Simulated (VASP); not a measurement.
An input for Ansatz (written as the equivalent of a VASP run, and not itself run):

Ansatz 0.2 input:
```yaml
crystal:
  lattice:
    - [1.5642004, -2.7092746, 0.0000000]
    - [1.5642004, 2.7092746, 0.0000000]
    - [0.0000000, 0.0000000, 12.1782107]
  atoms:
    - { symbol: W, position: [0.3333330, 0.6666670, 0.2500000] }
    - { symbol: W, position: [0.6666670, 0.3333330, 0.7500000] }
    - { symbol: S, position: [0.3333330, 0.6666670, 0.8784065] }
    - { symbol: S, position: [0.6666670, 0.3333330, 0.3784065] }
    - { symbol: S, position: [0.6666670, 0.3333330, 0.1215935] }
    - { symbol: S, position: [0.3333330, 0.6666670, 0.6215935] }
kpoints:
  mp_grid: { grid: [8, 8, 2] }
hamiltonian:
  xc: lda
  pseudopotentials: { kind: paw }
scf:
  occupations: { method: gaussian, width: 0.05 }
  max_iter: 100
relax:
  max_steps: 40
  f_tol: 0.02
  cell: {}
output: { forces: true, stress: true, eigenvalues: true }
```

Q: Write the VASP files for the same calculation (LDA).

A: This is not unique; one that fits is 
**POSCAR**
```
WS2
1
    1.5642004319    -2.7092745999    -0.0000000000
    1.5642004319     2.7092745999    -0.0000000000
   -0.0000000000    -0.0000000000    12.1782106907
W S
2 4
Direct
  0.3333330000   0.6666670000   0.2500000000
  0.6666670000   0.3333330000   0.7500000000
  0.3333330000   0.6666670000   0.8784065427
  0.6666670000   0.3333330000   0.3784065427
  0.6666670000   0.3333330000   0.1215934573
  0.3333330000   0.6666670000   0.6215934573
```

**INCAR**
```
! general
SYSTEM   =  WS2
PREC     =  Accurate
ENCUT    =  500
LREAL    =  .FALSE.
LASPH    =  .TRUE.

! electronic loop
EDIFF    =  1E-6
NELM     =  100
ALGO     =  Normal
LMAXMIX  =  6

! smearing
ISMEAR   =  0
SIGMA    =  0.05

! ions
IBRION   =  2
NSW      =  40
ISIF     =  3
EDIFFG   =  -0.02

! output
LWAVE    =  .FALSE.
LCHARG   =  .FALSE.
```

**KPOINTS**
```
Automatic mesh
0
gamma
  8 8 2
0 0 0
```

POTCAR, in this order: W_sv S (LDA.64 set). Program: vasp_std.

Limits of the translation: each code has its own PAW files, so the cut-off isn't converted (ENCUT is set for VASP's; basis.ecutwfc is left out, and Ansatz then takes the one that its files recommend); Ansatz stops its SCF on the density residual and VASP on the energy change (EDIFF); Ansatz's lda is the Perdew-Wang form, while the LDA potentials of VASP carry Perdew-Zunger's.

The compound is WS2 in the 2H layered structure. It was relaxed first.
